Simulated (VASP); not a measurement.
Method: HSE06 screened hybrid, VASP's PBE PAW potentials (set 64) (plane waves; VASP).

A VASP calculation is set up with these files.

### KPOINTS
```
Automatic
0
Gamma
1 1 1
0 0 0
```

**POSCAR**
```
C35Si35
9.2819620
  0.4999999813  -0.8660253986   0.0000000000
  0.4999999813   0.8660253986   0.0000000000
  0.0000000000   0.0000000000   1.0911145089
Si C
35 35
Cartesian
  0.0002954752   0.0001540674   0.0003978452
  0.5006416851   0.8637124568   0.5462049504
  0.1672825932  -0.0955540604   0.8188971857
  0.1707852734   0.0933506367   0.2746695866
  0.6654043844  -0.5778413509   0.0007098619
  0.1689350341   0.2855574982   0.5446928126
  0.3333891813   0.1938555795   0.8178669305
  0.3324938897   0.3838104388   0.2740113860
  0.8323541139  -0.2891563483   0.0002505698
  0.8313883065  -0.2897309015   0.5454849902
  0.4983068060   0.4802278616   0.8181260822
  0.4991768303   0.6731114619   0.2738439158
  0.1667971684  -0.2883886212   0.0002822380
  0.6648177874   0.5786188125   0.5457438839
  0.3335743448  -0.3840842561   0.8202731191
  0.3329273976  -0.1876297436   0.2745233492
  0.3324421366  -0.0004525197   0.0033772889
  0.5011799265  -0.0965412935   0.8179262862
  0.4947655664   0.0931208769   0.2741758144
  0.5002436998   0.2883355214   0.0008237532
  0.4985900156   0.2863247537   0.5451920453
  0.6660375159   0.1922632982   0.8200810667
  0.6654005133   0.3849783906   0.2746916732
  0.3337036848  -0.5770371236   0.0010682042
  0.8311919117   0.2874797516   0.5450673071
  0.5006165816  -0.6734259338   0.8203440230
  0.5001465294  -0.4810559480   0.2740583927
  0.4988614551  -0.2894251026   0.0006645235
  0.4983298155  -0.2849578148   0.5446475471
  0.6651950956  -0.3855714337   0.8176601238
  0.6653561918  -0.1926185553   0.2739850495
  0.6665082907   0.0005287144   0.0008667279
  0.6641737275   0.0000333954   0.5452334488
  0.8315987680  -0.0969155799   0.8182219040
  0.8330061593   0.0950821822   0.2748324133
  0.5000047182   0.8647997573   0.8845050567
  0.0014152999  -0.0016632228   0.3424785578
  0.1639334675   0.0969081752   0.0652933515
  0.6655677456  -0.5771999464   0.8882515003
  0.6658319223  -0.5783214942   0.3406061631
  0.3338799461   0.2135331159   0.6215822424
  0.3328355440   0.3845483305   0.0671976672
  0.8321589178  -0.2891886320   0.8863020805
  0.8324103123  -0.2891912282   0.3409615818
  0.5000885675   0.4838415324   0.6124610148
  0.4993591921   0.6733117081   0.0667730194
  0.6653299424   0.5783250945   0.8843010707
  0.1658906960  -0.2868393848   0.3422072939
  0.3318473150  -0.3820936161   0.6137154599
  0.3324556200  -0.1950975823   0.0651864502
  0.3333067707   0.0001430142   0.8848231444
  0.3318714264  -0.0009030603   0.3223037934
  0.5187264483  -0.1061959738   0.6216575302
  0.5010438484   0.0968722377   0.0652358838
  0.5008477400   0.2892745820   0.8887573077
  0.4997099953   0.2883229916   0.3406121021
  0.6664748332   0.1924153624   0.6132115970
  0.6668644093   0.3858201881   0.0675818974
  0.3332727631  -0.5771433348   0.8872785683
  0.8329514989   0.2884515849   0.3413369689
  0.5015521928  -0.6760358865   0.6138105162
  0.4994858211  -0.4813477838   0.0683277735
  0.4994202317  -0.2894542086   0.8882219995
  0.4987725687  -0.2888676410   0.3405676414
  0.6643450127  -0.3860969187   0.6116479537
  0.6660360852  -0.1925861239   0.0671816221
  0.6675159486   0.0007623396   0.8887840386
  0.6664008780  -0.0000801810   0.3406643263
  0.8359051171  -0.0974334837   0.6125772373
  0.8342754981   0.0960928059   0.0677105049
```

**INCAR**
```
NELECT  =  281.0
LWAVE  =  F
LASPH  =  T   ! aspherical one-centre terms
NELMIN  =  4
LHFCALC  =  T
ISMEAR  =  0   ! Gaussian
NELM  =  50
MAGMOM  =  70*0.0143
ALGO  =  Normal   ! blocked Davidson
EDIFF  =  1E-5   ! SCF stop (eV)
PREC  =  Normal
HFSCREEN  =  0.2   ! 1/Angstrom
GGA  =  PE
PRECFOCK  =  Fast
LORBIT  =  10
NUPDOWN  =  1
SIGMA  =  0.05
SYSTEM  =  C35Si35
LREAL  =  Auto
ISIF  =  0
LCHARG  =  F
ISPIN  =  2   ! spin-polarised
AEXX  =  0.25
ENCUT  =  400   ! plane-wave cut-off (eV)
ISYM  =  0
```

POTCAR, in this order: Si C (PBE.64 set). Program: vasp_gam. Read from the step before: WAVECAR.

Output of the run:

File OSZICAR:
```
       N       E                     dE             d eps       ncg     rms          rms(c)
DAV:   1    -0.588102877130E+03   -0.58810E+03   -0.11158E+01   708   0.786E+00    0.154E+01
DAV:   2    -0.588178131080E+03   -0.75254E-01   -0.33666E-01   774   0.129E+00    0.110E+01
DAV:   3    -0.588157216793E+03    0.20914E-01   -0.37226E-02   808   0.436E-01    0.663E+00
DAV:   4    -0.588151463030E+03    0.57538E-02   -0.11116E-02   808   0.204E-01    0.384E+00
DAV:   5    -0.588149326876E+03    0.21362E-02   -0.16044E-03   774   0.849E-02    0.221E+00
DAV:   6    -0.588148600097E+03    0.72678E-03   -0.78877E-04   790   0.592E-02    0.126E+00
DAV:   7    -0.588148388218E+03    0.21188E-03   -0.17498E-04   782   0.295E-02    0.719E-01
DAV:   8    -0.588148315627E+03    0.72592E-04   -0.42879E-05   639   0.161E-02    0.416E-01
DAV:   9    -0.588148295506E+03    0.20121E-04   -0.24162E-05   543   0.115E-02    0.234E-01
DAV:  10    -0.588148291097E+03    0.44085E-05   -0.64836E-06   430   0.632E-03
   1 F= -.58814829E+03 E0= -.58814829E+03  d E =-.104974E-13  mag=     1.0000
```

**OUTCAR**
```
------------------------ aborting loop because EDIFF is reached ----------------------------------------
  volume of cell :      755.65
      direct lattice vectors                 reciprocal lattice vectors
     4.640980826 -8.038414841  0.000000000     0.107735847 -0.062201318  0.000000000
     4.640980826  8.038414841  0.000000000     0.107735847  0.062201318  0.000000000
     0.000000000  0.000000000 10.127683410     0.000000000  0.000000000  0.098739263
  FREE ENERGIE OF THE ION-ELECTRON SYSTEM (eV)
  ---------------------------------------------------
  free  energy   TOTEN  =      -588.1482910974 eV

  energy  without entropy=     -588.1482910974  energy(sigma->0) =     -588.14829110

  exchange ACFDT corr.  =         0.00000000  see jH, gK, PRB 81, 115126

 total charge

# of ion       s       p       d       tot
------------------------------------------
    1        0.707   0.984   0.000   1.692
    2        0.740   0.902   0.000   1.642
    3        0.727   0.917   0.000   1.644
    4        0.705   0.989   0.000   1.694
    5        0.706   0.991   0.000   1.697
    6        0.712   0.994   0.000   1.705
    7        0.708   0.991   0.000   1.699
    8        0.708   0.981   0.000   1.689
    9        0.705   0.983   0.000   1.688
   10        0.710   0.982   0.000   1.692
   11        0.710   0.981   0.000   1.691
   12        0.708   0.984   0.000   1.692
   13        0.707   0.984   0.000   1.691
   14        0.740   0.903   0.000   1.644
   15        0.710   0.982   0.000   1.692
   16        0.705   0.989   0.000   1.694
   17        0.702   0.963   0.000   1.665
   18        0.708   0.991   0.000   1.699
   19        0.705   0.983   0.000   1.687
   20        0.706   0.991   0.000   1.697
   21        0.711   0.985   0.000   1.696
   22        0.707   0.980   0.000   1.688
   23        0.710   0.973   0.000   1.682
   24        0.707   0.984   0.000   1.691
   25        0.716   0.963   0.000   1.679
   26        0.710   0.983   0.000   1.692
   27        0.708   0.984   0.000   1.692
   28        0.706   0.991   0.000   1.697
   29        0.712   0.994   0.000   1.706
   30        0.709   0.978   0.000   1.687
   31        0.708   0.981   0.000   1.689
   32        0.706   0.991   0.000   1.697
   33        0.711   0.985   0.000   1.696
   34        0.710   0.981   0.000   1.691
   35        0.710   0.973   0.000   1.682
   36        0.830   1.712   0.000   2.542
   37        0.831   1.712   0.000   2.543
   38        0.833   1.728   0.000   2.560
   39        0.828   1.730   0.000   2.559
   40        0.827   1.728   0.000   2.555
   41        0.860   1.657   0.000   2.517
   42        0.828   1.722   0.000   2.549
   43        0.826   1.726   0.000   2.552
   44        0.827   1.727   0.000   2.555
   45        0.839   1.698   0.000   2.537
   46        0.827   1.721   0.000   2.548
   47        0.830   1.712   0.000   2.542
   48        0.831   1.712   0.000   2.544
   49        0.838   1.682   0.000   2.519
   50        0.833   1.728   0.000   2.561
   51        0.834   1.697   0.000   2.530
   52        0.840   1.738   0.000   2.577
   53        0.860   1.656   0.000   2.517
   54        0.833   1.726   0.000   2.559
   55        0.828   1.731   0.000   2.559
   56        0.827   1.724   0.000   2.551
   57        0.831   1.722   0.000   2.553
   58        0.830   1.720   0.000   2.549
   59        0.826   1.724   0.000   2.550
   60        0.827   1.726   0.000   2.553
   61        0.838   1.682   0.000   2.519
   62        0.828   1.733   0.000   2.562
   63        0.828   1.730   0.000   2.559
   64        0.827   1.728   0.000   2.555
   65        0.839   1.694   0.000   2.533
   66        0.828   1.721   0.000   2.549
   67        0.828   1.731   0.000   2.559
   68        0.827   1.723   0.000   2.551
   69        0.839   1.698   0.000   2.537
   70        0.830   1.720   0.000   2.549
--------------------------------------------------
tot         54.006  94.206   0.000 148.212

 magnetization (x)

# of ion       s       p       d       tot
------------------------------------------
    1       -0.000  -0.000   0.000  -0.001
    2        0.002   0.004   0.000   0.006
    3       -0.003  -0.008   0.000  -0.010
    4        0.000   0.000   0.000   0.000
    5        0.000   0.000   0.000   0.000
    6       -0.003  -0.002   0.000  -0.004
    7       -0.002  -0.005   0.000  -0.007
    8       -0.000  -0.000   0.000  -0.000
    9       -0.000   0.000   0.000   0.000
   10       -0.001  -0.000   0.000  -0.002
   11        0.000   0.000   0.000   0.000
   12       -0.000  -0.000   0.000  -0.000
   13       -0.000  -0.000   0.000  -0.001
   14        0.002   0.004   0.000   0.006
   15       -0.000  -0.000   0.000  -0.001
...
```
(Selected blocks of OUTCAR.)

The cell is charged, with a uniform compensating background. The supercell is sampled at Γ alone, which is coarse: total energies, pressure and levels can be off, energies of defects by several tenths of an eV.

The cell is a supercell with a defect, built from SiC (4h): vac_Si-vac_C, charge -1. The cell's shape comes from a PBE relaxation.
